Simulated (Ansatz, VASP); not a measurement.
## CsSi2 in VASP and in Ansatz

File INCAR:

```
SYSTEM = CsSi2
PREC     = Accurate       ! precision mode
ENCUT    = 600            ! plane-wave cutoff, eV
EDIFF    = 1E-6           ! SCF threshold, eV
ISMEAR   = -1             ! smearing method
SIGMA    = 0.05           ! smearing width, eV
LREAL    = .FALSE.        ! projectors in reciprocal space
LASPH    = .TRUE.         ! aspherical terms in the spheres
NELM     = 100            ! most SCF steps
ALGO     = Fast           ! electronic algorithm
ISIF     = 3              ! what is computed and relaxed
LWAVE    = .FALSE.        ! write WAVECAR
LCHARG   = .FALSE.        ! write CHGCAR
GGA      = B5             ! functional
ALDAX    = 1.0          
AGGAX    = 1.0          
AGGAC    = 1.0          
ALDAC    = 0.0          
IBRION   = 2              ! ionic algorithm
NSW      = 40             ! ionic steps
EDIFFG   = -0.005         ! ionic threshold
```

KPOINTS

```
regular mesh
0
G
  5 5 6
  0 0 0
```

The input POSCAR:

```
CsSi2
1.0
    6.3715700000      0.0000000000      0.0000000000
   -3.1857800000      5.5179400000      0.0000000000
    0.0000000000      0.0000000000      4.4786600000
Cs Si
1 2
Direct
    0.0000000000      0.0000000000      0.0000000000
    0.6666700000      0.3333300000      0.2503900000
    0.6666700000      0.3333300000      0.7496100000
```

input.yaml

```yaml
crystal:
  lattice:
    - [6.37157, 0.0, 0.0]
    - [-3.18578, 5.51794, 0.0]
    - [0.0, 0.0, 4.47866]
  atoms:
    - { symbol: Cs, position: [0.0, 0.0, 0.0] }
    - { symbol: Si, position: [0.66667, 0.33333, 0.25039] }
    - { symbol: Si, position: [0.66667, 0.33333, 0.74961] }
hamiltonian:
  xc: blyp
  pseudopotentials: { kind: paw }
kpoints:
  mp_grid: { grid: [5, 5, 6] }
scf:
  occupations: { method: fermi_dirac, width: 0.05 }
output:
  forces: true
  stress: true
  eigenvalues: true
  write_density: true
  write_potential: true
  elf: true
  volumetric_format: npy
relax:
  f_tol: 0.01
  max_steps: 40
  cell: { stress_tol: 0.05 }
```

The cell was built by a generator and needn't be a form met in nature.

Alike in both runs: task relaxation of cell and atoms; functional BLYP; k mesh 5 × 5 × 6; occupations fermi-dirac, width 0.05 eV; no spin polarisation.

```csv
,VASP,Ansatz
version,VASP 6.6.1,Ansatz 0.2.0
potentials or method,"VASP PAW PBE potentials, release 64 (Cs_sv, Si)",Ansatz PAW
plane-wave cutoff (eV),600,420
valence electrons in the cell,17,17
```

Ansatz gave:

- gap on the k mesh at the Fermi level, each at its own relaxed structure (eV): none
- relaxed volume (Å³/atom): 58.17
- relaxed cell length with the largest relative difference (Å): 6.487
- energy change over the relaxation (meV/atom): -43

Problem. Estimate VASP's values.

Solution. gap on the k mesh at the Fermi level, each at its own relaxed structure (eV): none; relaxed volume (Å³/atom): 58.34; relaxed cell length with the largest relative difference (Å): 6.493; energy change over the relaxation (meV/atom): -43.

A gap of «none» marks a metal or a gap that the smearing closes.

Caveats: the PAW data sets were made with another functional, which shifts forces and pressure a little (VASP); the plane-wave basis is chosen anew once the cell has moved, so the energies of steps on either side of that aren't comparable (Ansatz); the PAW data sets come from PBE, with cores solved anew for the run's functional, which leaves a small shift of forces and pressure (Ansatz). The runs have no spin-orbit coupling, so splittings on Cs are missing.
